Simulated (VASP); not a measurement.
The system is AlB3P4.

```xyz
8
Lattice="3.3436 0.0000 0.0000 0.0000 3.3436 0.0000 0.0000 0.0000 9.8334" Properties=species:S:1:pos:R:3 pbc="T T T"
Al    0.0000    0.0000    0.0000
B     1.6718    1.6718    7.1519
B     0.0000    0.0000    4.9167
B     1.6718    1.6718    2.6814
P     0.0000    1.6718    6.0339
P     1.6718    0.0000    3.7994
P     0.0000    1.6718    1.5814
P     1.6718    0.0000    8.2520
```

The cell was built by a generator and needn't be a form met in nature.

Base run:

* Program: VASP 6.6.1
* Functional: HSE06
* Potentials or basis: VASP PAW PBE potentials, release 64 (Al, B, P)
* Cutoff: 520 eV
* k mesh: 6 × 6 × 2
* Occupations: gaussian, width 0.02 eV
* Spin: no spin polarisation

Its results: band gap on the k mesh 1.25 eV, indirect (least direct gap 1.33 eV); pressure -2.5 GPa.

Problem. The run is repeated on the same cell with these changes: functional from HSE06 to PBE; further incar settings from ALGO = Normal; EDIFF = 1e-05 to ALGO = Fast; EDIFF = 1e-06. What comes out?

Solution. Band gap on the k mesh 0.52 eV, indirect (least direct gap 0.60 eV); pressure 0.1 GPa.

Caveats: the PAW data sets were made with another functional, which shifts forces and pressure a little (some runs).

A k mesh can miss the band edges.
